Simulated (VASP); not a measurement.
Calculation: PBEsol GGA, VASP's PBE PAW potentials (set 64) (plane waves; VASP).

A VASP calculation is set up with these files.

### INCAR
```
SYSTEM=Ir
PREC=Accurate; ENCUT=480; LREAL=.FALSE.
LASPH=.TRUE.
EDIFF=1E-7; NELM=100; ALGO=Normal
LMAXMIX=6
ISMEAR=1; SIGMA=0.1
GGA=PS
ISIF=2
LWAVE=.FALSE.; LCHARG=.FALSE.
```

### POSCAR
```
Ir
1.0
  0.0000000000   1.8591138343   1.8591138343
  1.8591138343   0.0000000000   1.8591138343
  1.8591138343   1.8591138343   0.0000000000
Ir
1
Direct
  0.0000000000   0.0000000000   0.0000000000
```

**KPOINTS**
```
Automatic mesh
0
Gamma
16 16 16
0 0 0
```

POTCAR, in this order: Ir (PBE.64 set). Program: vasp_std.

Question: What will the output report for the number of irreducible k-points (NKPTS), number of bands (NBANDS), largest plane-wave count, number of space-group operations, FFT grid (NGX, NGY, NGZ)?

Answer: 
```yaml
number of irreducible k-points (NKPTS): 145
number of bands (NBANDS): 8
largest_plane_wave_count: 331
number_of_space_group_operations: 48
FFT grid (NGX, NGY, NGZ): 20 × 20 × 20
```

The compound is Ir in the fcc structure. This cell was strained or had an atom moved on purpose.
